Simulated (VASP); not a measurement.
These are PBE GGA, VASP's PBE PAW potentials (set 64) (plane waves; VASP 6.6.1) values and carry that method's errors.

VASP input:

### INCAR
```
SYSTEM  =  AlN
GGA  =  PE   ! PBE
NELM  =  100
LASPH  =  .TRUE.
PREC  =  Accurate
LCHARG  =  .FALSE.
SIGMA  =  0.2   ! width (eV)
ISIF  =  2   ! forces and stress, cell fixed
ISMEAR  =  0   ! Gaussian
ALGO  =  Normal
EDIFF  =  1E-6   ! SCF stop (eV)
LREAL  =  .FALSE.   ! projection in real space or not
ENCUT  =  280
LWAVE  =  .FALSE.
```

File KPOINTS:
```
Automatic mesh
0
Gamma
4 4 4
0.5 0.5 0.5
```

File POSCAR:
```
AlN
1
    3.0796440000     0.0000000000     0.0000000000
   -1.5398230000     2.6670500000     0.0000000000
    0.0000000000     0.0000000000    10.0819670000
Al N
4 4
Direct
  0.0000000000   0.0000000000   0.0000000000
  0.0000000000   0.0000000000   0.5000000000
  0.6666670000   0.3333330000   0.7501800000
  0.3333330000   0.6666670000   0.2501800000
  0.0000000000   0.0000000000   0.8121600000
  0.0000000000   0.0000000000   0.3121600000
  0.6666670000   0.3333330000   0.5632900000
  0.3333330000   0.6666670000   0.0632900000
```

POTCAR, in this order: Al N (PBE.64 set). Program: vasp_std.

At this cut-off the stress carries a Pulay error, which pulls relaxed volumes low.

Task: What does the run give for the energy per atom (σ→0), pressure?

Result: 
* **energy per atom (σ→0)**: -7395 meV/atom
* **pressure**: -21.58 GPa

OSZICAR:
```
...
DAV:   7    -0.591948811519E+02    0.80523E-01   -0.83699E-01   625   0.518E+00    0.484E+00
DAV:   8    -0.591628500612E+02    0.32031E-01   -0.89972E-02   569   0.253E+00    0.592E-01
DAV:   9    -0.591588322816E+02    0.40178E-02   -0.17654E-02   619   0.753E-01    0.278E-01
DAV:  10    -0.591598730107E+02   -0.10407E-02   -0.33558E-03   604   0.368E-01    0.139E-01
DAV:  11    -0.591597845547E+02    0.88456E-04   -0.25957E-04   614   0.109E-01    0.495E-02
DAV:  12    -0.591597835910E+02    0.96378E-06   -0.34992E-05   614   0.399E-02    0.257E-02
DAV:  13    -0.591597834963E+02    0.94696E-07   -0.12206E-06   407   0.894E-03
   1 F= -.59159783E+02 E0= -.59159783E+02  d E =-.247017E-10
```

The structure was generated: AlN was put into an ordered model structure, which need not be its known phase. The cell was not relaxed at this level. The k-mesh is coarse (spacing up to 0.59 per Å, 2π included), so the numbers may not be converged in it. The run is one of a series of settings (ENCUT = 280, ISMEAR = 0, SIGMA = 0.2, KPOINTS 4×4×4 Γ-centred mesh shifted by (0.5, 0.5, 0.5) against the base run), some of them coarse on purpose.
